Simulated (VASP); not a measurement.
```
GaAs
1.0
   11.52221     0.00000     0.00000
    0.00000    11.52221     0.00000
    0.00000     0.00000    11.52221
Ga As
32 32
Cartesian
  5.76111   0.00000   0.00000
  8.64166   2.88055   0.00000
  8.64166   0.00000   2.88055
  0.00000   0.00000   0.00000
  2.88055   2.88055   0.00000
  5.76111   5.76111   0.00000
  8.64166   8.64166   0.00000
  2.88055   0.00000   2.88055
  5.76111   2.88055   2.88055
  8.64166   5.76111   2.88055
  5.76111   0.00000   5.76111
  8.64166   2.88055   5.76111
  8.64166   0.00000   8.64166
  0.00000   5.76111   0.00000
  2.88055   8.64166   0.00000
  0.00000   2.88055   2.88055
  2.88055   5.76111   2.88055
  5.76111   8.64166   2.88055
  0.00000   0.00000   5.76111
  2.88055   2.88055   5.76111
  5.76111   5.76111   5.76111
  8.64166   8.64166   5.76111
  2.88055   0.00000   8.64166
  5.76111   2.88055   8.64166
  8.64166   5.76111   8.64166
  0.00000   8.64166   2.88055
  0.00000   5.76111   5.76111
  2.88055   8.64166   5.76111
  0.00000   2.88055   8.64166
  2.88055   5.76111   8.64166
  5.76111   8.64166   8.64166
  0.00000   8.64166   8.64166
  7.20138   1.44028   1.44028
 10.08193   4.32083   1.44028
 10.08193   1.44028   4.32083
  1.44028   1.44028   1.44028
  4.32083   4.32083   1.44028
  7.20138   7.20138   1.44028
 10.08193  10.08193   1.44028
  4.32083   1.44028   4.32083
  7.20138   4.32083   4.32083
 10.08193   7.20138   4.32083
  7.20138   1.44028   7.20138
 10.08193   4.32083   7.20138
 10.08193   1.44028  10.08193
  1.44028   7.20138   1.44028
  4.32083  10.08193   1.44028
  1.44028   4.32083   4.32083
  4.32083   7.20138   4.32083
  7.20138  10.08193   4.32083
  1.44028   1.44028   7.20138
  4.32083   4.32083   7.20138
  7.20138   7.20138   7.20138
 10.08193  10.08193   7.20138
  4.32083   1.44028  10.08193
  7.20138   4.32083  10.08193
 10.08193   7.20138  10.08193
  1.44028  10.08193   4.32083
  1.44028   7.20138   7.20138
  4.32083  10.08193   7.20138
  1.44028   4.32083  10.08193
  4.32083   7.20138  10.08193
  7.20138  10.08193  10.08193
  1.44028  10.08193  10.08193
```

Level of theory: PBE GGA, VASP's PBE PAW potentials (set 64) (plane waves; VASP). Numerical set-up: PREC = Normal, LREAL = Auto, EDIFF = 1E-5, 400 eV cut-off, 1×1×1 Γ-centred mesh, Gaussian smearing of 0.050 eV, potentials Ga As.

The supercell is sampled at Γ alone, which is coarse: total energies, pressure and levels can be off, energies of defects by several tenths of an eV.

Question: What does the run give for the energy per atom (σ→0)?

Answer: 
The energy per atom (σ→0) is -4.047 eV/atom.

Only differences to runs with the same potentials and settings are physical.

The cell is a supercell, built from GaAs (zinc blende).
